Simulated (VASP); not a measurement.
OSZICAR of a VASP run on Ca3P2 (space group P-3m1):

**OSZICAR**
```
       N       E                     dE             d eps       ncg     rms          rms(c)
DAV:   1     0.266448846239E+03    0.26645E+03   -0.15252E+04   584   0.106E+03
DAV:   2    -0.576393115356E+01   -0.27221E+03   -0.27026E+03   704   0.337E+02
DAV:   3    -0.220638255009E+02   -0.16300E+02   -0.16277E+02   976   0.661E+01
DAV:   4    -0.231348490743E+02   -0.10710E+01   -0.10700E+01   904   0.148E+01
DAV:   5    -0.231638041665E+02   -0.28955E-01   -0.28954E-01   872   0.242E+00    0.789E+00
DAV:   6    -0.218794413804E+02    0.12844E+01   -0.37136E+00   656   0.668E+00    0.496E+00
DAV:   7    -0.217797516494E+02    0.99690E-01   -0.95970E-01   856   0.418E+00    0.219E+00
DAV:   8    -0.217854618506E+02   -0.57102E-02   -0.14647E-01   720   0.211E+00    0.500E-01
DAV:   9    -0.217855041312E+02   -0.42281E-04   -0.19513E-02   752   0.702E-01    0.235E-01
DAV:  10    -0.217862999666E+02   -0.79584E-03   -0.22582E-03  1048   0.232E-01    0.125E-01
DAV:  11    -0.217867165692E+02   -0.41660E-03   -0.45127E-04   776   0.116E-01    0.291E-02
DAV:  12    -0.217867278440E+02   -0.11275E-04   -0.85912E-05   832   0.730E-02    0.139E-02
DAV:  13    -0.217867333748E+02   -0.55308E-05   -0.10152E-05   872   0.191E-02    0.547E-03
DAV:  14    -0.217867329542E+02    0.42060E-06   -0.10451E-06   576   0.905E-03
   1 F= -.21786733E+02 E0= -.21786733E+02  d E =-.141303E-13
```

Question: Which electronic solver shows in the log?

Answer: It is blocked Davidson (ALGO = Normal, or the opening steps of other solvers). The INCAR had ALGO = Normal.

Question: Can the final energy be trusted as converged?

Answer: The run converged. It stopped with EDIFF = 1E-6, NELM = 100 (PBE GGA, plane waves, VASP's PBE PAW potentials (set 64)).

The structure was generated: Ca3P2 was put into an ordered model structure, which need not be its known phase. The cell was not relaxed at this level.
